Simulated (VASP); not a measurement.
# PmS (Fm-3m) in VASP: notebook

The runs below take PmS through single point, with LDA+U.

All numbers are computed with VASP 6.6.1; they aren't measurements. Logs are shortened: lines on timing, memory, paths and dates and some standing lists are left out, and cuts for length are marked.

## 1. The structure

It takes space group Fm-3m (No. 225, cubic). Conventional cell: a = 5.677 Å, b = 5.677 Å, c = 5.677 Å, α = 90.00°, β = 90.00°, γ = 90.00°. Around Pm (site symmetry m-3m) lie 6 S at 2.84 Å. Around S (site symmetry m-3m) lie 6 Pm at 2.84 Å.

The cell comes from a database or a generator and needn't be the stable form of this composition.

## 2. Single point, LDA+U, collinear spin, zero start

The input, INCAR:

```
SYSTEM = PmS
PREC = Accurate
ENCUT = 520
EDIFF = 1E-7
ISMEAR = 0
SIGMA = 0.05
LREAL = .FALSE.
LASPH = .TRUE.
NELM = 150
ALGO = Normal
ISIF = 2
LWAVE = .FALSE.
LCHARG = .FALSE.
ISPIN = 2
MAGMOM = 0 0
LORBIT = 11
LMAXMIX = 6
LDAU = .TRUE.
LDAUTYPE = 2
LDAUL = 3 -1
LDAUU = 6 0
LDAUJ = 0 0
LDAUPRINT = 1
GGA = CA
```

The input, KPOINTS:

```
regular mesh
0
G
  6 6 6
  0 0 0
```

The input, POSCAR:

```
PmS
1.0
    0.0000000000      2.8386760400      2.8386760400
    2.8386760400      0.0000000000      2.8386760400
    2.8386760400      2.8386760400      0.0000000000
Pm S
1 1
Direct
    0.5000000000      0.5000000000      0.5000000000
    0.0000000000      0.0000000000      0.0000000000
```

Potentials or basis: VASP PAW PBE potentials, release 64 (Pm, S).

The run is started by

```sh
$ cat potpaw_PBE.64/Pm/POTCAR potpaw_PBE.64/S/POTCAR > POTCAR
$ mpirun -np 1 vasp_std > vasp.out
```

OUTCAR:

```text
SYSTEM = PmS
   PREC = Accurate
   ENCUT = 520
   EDIFF = 1E-7
   ISMEAR = 0
   LREAL = .FALSE.
   LASPH = .TRUE.
   NELM = 150
   ISIF = 2
   ISPIN = 2
   LORBIT = 11
   GGA = CA

 ion  position               nearest neighbor table
   1  0.500  0.500  0.500-   2 2.84   2 2.84   2 2.84   2 2.84   2 2.84   2 2.84
   2  0.000  0.000  0.000-   1 2.84   1 2.84   1 2.84   1 2.84   1 2.84   1 2.84

  LATTYP: Found a face centered cubic cell.
 ALAT       =     5.6773520800

  Lattice vectors:

 A1 = (   0.0000000000,   2.8386760400,   2.8386760400)
 A2 = (   2.8386760400,   0.0000000000,   2.8386760400)
 A3 = (   2.8386760400,   2.8386760400,   0.0000000000)

Analysis of symmetry for initial positions (statically):
=====================================================================
 Subroutine PRICEL returns:
 Original cell was already a primitive cell.

 Routine SETGRP: Setting up the symmetry group for a
 face centered cubic supercell.

 Subroutine GETGRP returns: Found 48 space group operations
 (whereof 48 operations were pure point group operations)
 out of a pool of 48 trial point group operations.

The static configuration has the point symmetry O_h .

Analysis of symmetry for dynamics (positions and initial velocities):
=====================================================================
 Subroutine PRICEL returns:
 Original cell was already a primitive cell.

 Routine SETGRP: Setting up the symmetry group for a
 face centered cubic supercell.

 Subroutine GETGRP returns: Found 48 space group operations
 (whereof 48 operations were pure point group operations)
 out of a pool of 48 trial point group operations.

The dynamic configuration has the point symmetry O_h .

Analysis of structural, dynamic, and magnetic symmetry:
=====================================================================
 Subroutine PRICEL returns:
 Original cell was already a primitive cell.

 Routine SETGRP: Setting up the symmetry group for a
 face centered cubic supercell.

 Subroutine GETGRP returns: Found 48 space group operations
 (whereof 48 operations were pure point group operations)
 out of a pool of 48 trial point group operations.

The overall configuration has the point symmetry O_h .

 Subroutine INISYM returns: Found 48 space group operations
 (whereof 48 operations are pure point group operations),
 and found     1 'primitive' translations

[... 183 lines left out ...]

 val. band max:        7.7107995110   @ k =   0.1667   0.0000   0.0000
 cond. band min:       7.7714175557   @ k =   0.5000   0.1667   0.0000
 fundamental gap:      0.0606180447
 Fermi energy:         7.7658772432

 spin component 1

 k-point     1 :       0.0000    0.0000    0.0000
  band No.  band energies     occupation
      1     -31.9464      1.00000
      2     -12.1783      1.00000
      3     -12.1783      1.00000
      4     -12.1783      1.00000
      5      -6.4862      1.00000
      6       2.7485      1.00000
      7       2.7485      1.00000
      8       2.7485      1.00000
      9       2.9876      1.00000
     10       4.5126      1.00000
     11       4.5126      1.00000
     12       4.5126      1.00000
[... 242 lines left out ...]
  band No.  band energies     occupation
      1     -31.8941      1.00000
      2     -12.5887      1.00000
      3     -12.4433      1.00000
      4     -12.4224      1.00000
      5      -5.8461      1.00000
      6       2.3714      1.00000
      7       2.5900      1.00000
      8       2.6477      1.00000
      9       3.1033      1.00000
     10       3.4329      1.00000
     11       3.5128      1.00000
     12       3.7835      1.00000
     13       7.1579      1.00000
     14       7.9511      0.00000
 Fermi energy:         7.7658772432

 spin component 2

 k-point     1 :       0.0000    0.0000    0.0000
  band No.  band energies     occupation
      1     -30.1847      1.00000
      2     -10.8477      1.00000
      3     -10.8477      1.00000
      4     -10.8477      1.00000
      5      -6.4510      1.00000
      6       4.6664      1.00000
      7       4.6664      1.00000
      8       4.6664      1.00000
      9       8.2476      0.00000
     10       8.2476      0.00000
     11       8.2476      0.00000
     12       9.0984      0.00000
[... 243 lines left out ...]
      1     -30.1213      1.00000
      2     -11.3342      1.00000
      3     -11.1617      1.00000
      4     -11.1607      1.00000
      5      -5.7949      1.00000
      6       3.2340      1.00000
      7       3.6368      1.00000
      8       3.8835      1.00000
      9       7.5722      1.00000
     10      10.0398      0.00000
     11      10.6243      0.00000
     12      10.8222      0.00000
     13      11.0147      0.00000
     14      11.1920      0.00000

------------------------ aborting loop because EDIFF is reached ----------------------------------------

  FORCE on cell =-STRESS in cart. coord.  units (eV):
  Direction    XX          YY          ZZ          XY          YZ          ZX
  --------------------------------------------------------------------------------------
  -------------------------------------------------------------------------------------
  Total       -0.8259112     -0.8259112     -0.8259112     -0.0000000     -0.0000000      0.0000000
  in kB      -28.9245388    -28.9245388    -28.9245388     -0.0000000     -0.0000000      0.0000000
  external PRESSURE =     -28.9245388 kB  Pullay stress =       0.0000000 kB

 VOLUME and BASIS-vectors are now :
 -----------------------------------------------------------------------------
  energy-cutoff  :      520.00
  volume of cell :       45.75
      direct lattice vectors                 reciprocal lattice vectors
     0.000000000  2.838676040  2.838676040    -0.176138451  0.176138451  0.176138451
     2.838676040  0.000000000  2.838676040     0.176138451 -0.176138451  0.176138451
     2.838676040  2.838676040  0.000000000     0.176138451  0.176138451 -0.176138451

 POSITION                                       TOTAL-FORCE (eV/Angst)
 -----------------------------------------------------------------------------------
      2.83868      2.83868      2.83868         0.000000     -0.000000     -0.000000
      0.00000      0.00000      0.00000        -0.000000      0.000000      0.000000
 -----------------------------------------------------------------------------------
    total drift:                                0.000000     -0.000000      0.000000

  FREE ENERGIE OF THE ION-ELECTRON SYSTEM (eV)
  ---------------------------------------------------
  free  energy   TOTEN  =       -15.3855374542 eV

  energy  without entropy=      -15.3812095778  energy(sigma->0) =      -15.38337352

 total charge

# of ion       s       p       d       f       tot
--------------------------------------------------
    1        1.988   5.565   0.589   4.161  12.304
    2        1.309   2.423   0.000   0.000   3.733
--------------------------------------------------
tot          3.298   7.989   0.589   4.161  16.037

 magnetization (x)

# of ion       s       p       d       f       tot
--------------------------------------------------
    1       -0.009   0.007   0.063   4.104   4.164
    2       -0.005  -0.034   0.000   0.000  -0.039
--------------------------------------------------
tot         -0.014  -0.027   0.063   4.104   4.125
```

stdout:

```text
POSCAR found type information on POSCAR PmS
 POSCAR found :  2 types and       2 ions
 scaLAPACK will be used
 -----------------------------------------------------------------------------
|                                                                             |
[... 29 lines left out ...]
|     molecular-dynamics runs (even for insulators or semiconductors),        |
|     since the presence of unoccupied bands improves wavefunction            |
|     prediction and helps to suppress 'band-crossings'.                      |
|                                                                             |
 -----------------------------------------------------------------------------
```

Wall time 78 s (1 thread of AMD EPYC 7R43 (Zen 3), shared host); peak memory 0.14 GiB.

What came out:

| Quantity | Value |
| --- | --- |
| Free energy | -15.3855 eV |
| Pressure | -2.9 GPa |
| Band gap on the k mesh | none (metal or under the smearing width) |
| Net moment | 4.31 μB per cell |
| Site moments | Pm +4.16; S -0.04 μB |
| Valence electrons inside the program's atomic spheres | Pm 12.30; S 3.73 |

Levels at points of the mesh, in eV from the Fermi level:
Spin up:
| k point | band 10 | band 11 | band 12 | band 13 | band 14 |
| --- | --- | --- | --- | --- | --- |
| (0.00, 0.00, 0.00) | -3.25 | -3.25 | -3.25 | 0.03 | 0.03 |
| (0.50, 0.00, 0.00) | -4.88 | -4.88 | -4.70 | 0.12 | 0.29 |
| (0.50, 0.50, 0.00) | -4.35 | -3.31 | -3.31 | -2.08 | 0.24 |
Spin down:
```tsv
k point	band 6	band 7	band 8	band 9	band 10	band 11
(0.00, 0.00, 0.00)	-3.10	-3.10	-3.10	0.48	0.48	0.48
(0.50, 0.00, 0.00)	-6.17	-4.79	-4.79	1.95	2.87	2.87
(0.50, 0.50, 0.00)	-4.12	-3.37	-3.37	-1.72	2.70	2.78
```

Eigenvalues of the final occupation matrices:
| site | spin | trace | eigenvalues |
| --- | --- | --- | --- |
| site 1 f | 1 | 4.14 | 0.07 0.07 0.07 0.98 0.98 0.98 0.98 |
| site 1 f | 2 | 0.03 | 0.00 0.00 0.00 0.00 0.01 0.01 0.01 |

Caveat: the magnetic or orbital state may not be the lowest; the PAW data sets were made with another functional, which shifts forces and pressure a little; spin-orbit coupling is left out, which moves the levels of the heavy elements.

## 3. Single point, LDA+U, collinear spin, random start

The input, INCAR:

```
ALGO = Normal ; EDIFF = 1E-7
ENCUT = 520 ; GGA = CA
ISIF = 2 ; ISMEAR = 0
ISPIN = 2 ; LASPH = True
LCHARG = False ; LDAU = True
LDAUJ = 0 0 ; LDAUL = 3 -1
LDAUPRINT = 1 ; LDAUTYPE = 2
LDAUU = 6 0 ; LMAXMIX = 6
LORBIT = 11 ; LREAL = False
LWAVE = False ; MAGMOM = -4.53 0
NBANDS = 22 ; NELM = 150
PREC = Accurate ; SIGMA = 0.05
```

The input, KPOINTS:

```
k-points
0
Gamma
  6 6 6
```

POSCAR is that of step 2.

Potentials or basis: VASP PAW PBE potentials, release 64 (Pm, S).

The run is started by

```sh
$ cat potpaw_PBE.64/Pm/POTCAR potpaw_PBE.64/S/POTCAR > POTCAR
$ mpirun -np 1 vasp_std > vasp.out
```

It took 82 s on 1 thread of AMD EPYC 7R43 (Zen 3), shared host; peak memory 0.14 GiB.

It converged, with:

```
Free energy                                           : -14.1678 eV
Pressure                                              : 0.4 GPa
Band gap on the k mesh                                : none (metal or under the smearing width)
Net moment                                            : -4.69 μB per cell
Site moments                                          : Pm -4.48; S +0.06 μB
Valence electrons inside the program's atomic spheres : Pm 12.46; S 3.74
```

Levels at points of the mesh, in eV from the Fermi level:
Spin up:
| k point | band 6 | band 7 | band 8 | band 9 | band 10 | band 11 |
| --- | --- | --- | --- | --- | --- | --- |
| (0.00, 0.00, 0.00) | -2.53 | -2.53 | -2.53 | 1.14 | 1.14 | 1.14 |
| (0.50, 0.00, 0.00) | -5.60 | -4.18 | -4.18 | 3.13 | 4.00 | 4.51 |
| (0.50, 0.50, 0.00) | -3.49 | -2.79 | -2.79 | -1.11 | 3.82 | 4.88 |
Spin down:
| k point | band 9 | band 10 | band 11 | band 12 | band 13 | band 14 | band 15 | band 16 | band 17 | band 18 |
| --- | --- | --- | --- | --- | --- | --- | --- | --- | --- | --- |
| (0.00, 0.00, 0.00) | -1.31 | -1.31 | -1.31 | 0.13 | 0.13 | 0.13 | 0.68 | 0.68 | 0.68 | 1.74 |
| (0.50, 0.00, 0.00) | -2.66 | -2.65 | -2.65 | -0.09 | -0.09 | 0.13 | 2.50 | 3.55 | 3.77 | 3.87 |
| (0.50, 0.50, 0.00) | -2.67 | -2.12 | -2.12 | -1.49 | -0.05 | 0.22 | 0.22 | 2.86 | 3.13 | 4.41 |

Eigenvalues of the final occupation matrices:
```csv
site,spin,trace,eigenvalues
site 1 f,1,0.02,0.00 0.00 0.00 0.00 0.00 0.00 0.00
site 1 f,2,4.43,0.00 0.50 0.50 0.50 0.97 0.97 0.97
```

Caveat: the magnetic or orbital state may not be the lowest; the PAW data sets were made with another functional, which shifts forces and pressure a little; spin-orbit coupling is left out, which moves the levels of the heavy elements. The state reached can hang on the start; a lower one may exist.

## 4. Single point, LDA+U, collinear spin, ferromagnetic start

The input, INCAR:

```
PREC = Accurate
ENCUT = 520
EDIFF = 1E-6
ISMEAR = 0
SIGMA = 0.05
LREAL = False
LASPH = True
NELM = 150
ALGO = Normal
ISIF = 2
LWAVE = False
LCHARG = False
ISPIN = 2
MAGMOM = 4 0
LORBIT = 11
NUPDOWN = 4
LMAXMIX = 6
LDAU = True
LDAUTYPE = 2
LDAUL = 3 -1
LDAUU = 6 0
LDAUJ = 0 0
LDAUPRINT = 1
GGA = CA
```

The input, KPOINTS:

```
Automatic mesh
0
Gamma
  6 6 6
```

POSCAR is that of step 3.

The run is started by

```sh
$ cat potpaw_PBE.64/Pm/POTCAR potpaw_PBE.64/S/POTCAR > POTCAR
$ mpirun -np 1 vasp_std > vasp.out
```

Wall time 55 s (1 thread of AMD EPYC 7R43 (Zen 3), shared host); peak memory 0.14 GiB.

It converged, with:

```
Free energy                                           : -13.8909 eV
Pressure                                              : -1.3 GPa
Net moment                                            : 4.00 μB per cell
Site moments                                          : Pm +4.16; S -0.07 μB
Valence electrons inside the program's atomic spheres : Pm 12.37; S 3.73
```

Eigenvalues of the final occupation matrices:
| site | spin | trace | eigenvalues |
| --- | --- | --- | --- |
| site 1 f | 1 | 4.26 | 0.00 0.44 0.44 0.44 0.98 0.98 0.98 |
| site 1 f | 2 | 0.03 | 0.00 0.00 0.00 0.00 0.01 0.01 0.01 |

Caveat: the magnetic or orbital state may not be the lowest; the PAW data sets were made with another functional, which shifts forces and pressure a little; spin-orbit coupling is left out, which moves the levels of the heavy elements; the total moment is fixed, so each spin has its own Fermi level. The state reached can hang on the start; a lower one may exist.

## 5. Summary

| spin | fixed moment (μB) | gap on the mesh (eV) | pressure (GPa) | moment (μB) |
| --- | --- | --- | --- | --- |
| collinear, zero start | - | none | -2.9 | 4.31 |
| collinear, random start | - | none | 0.4 | 4.69 |
| collinear, ferromagnetic start | 4 | - | -1.3 | 4.00 |

Alike in all rows: task single point; level LDA+U; potentials or basis VASP PAW PBE potentials, release 64 (Pm, S); Pm f U = 6 eV; cell as given; k mesh 6 × 6 × 6; cutoff (eV) 520; smearing gaussian 0.05 eV.

Caveats: the magnetic or orbital state may not be the lowest; the PAW data sets were made with another functional, which shifts forces and pressure a little; spin-orbit coupling is left out, which moves the levels of the heavy elements; the total moment is fixed, so each spin has its own Fermi level (some runs).

Total energies depend on the potentials used, so only differences within one code and one set of settings carry meaning.
